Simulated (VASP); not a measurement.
## SiC (relaxed from the layer:h-BN structure): computed properties

Method: r2SCAN meta-GGA, VASP's PBE PAW potentials (set 64) (plane waves; VASP).

```
Item                                                                                               Result
---------------------------------------------  ----------------------------------------------------------
space group                                                                                   P-6m2 (187)
cell                                           a = b = 3.078 Å, c = 17.705 Å, α = β = 90.00°, γ = 120.00°
band gap (over mesh and band path)                                                                2.86 eV
smallest direct gap (over mesh and band path)                                                     2.91 eV
band-edge character                                                                      indirect, K to M
```

```yaml
crystal:
  lattice:
    - [3.07781, 0.00000, 0.00000]
    - [-1.53890, 2.66546, 0.00000]
    - [0.00000, 0.00000, 17.70460]
  atoms:
    - { symbol: Si, position: [0.66667, 0.33333, 0.50000] }
    - { symbol: C, position: [0.33333, 0.66667, 0.50000] }
```

The cell holds vacuum, so volume and density refer to the whole cell. The cell holds a wide vacuum, so values per volume refer to the whole cell.

The cell is a sheet with vacuum, built from a generated structure.
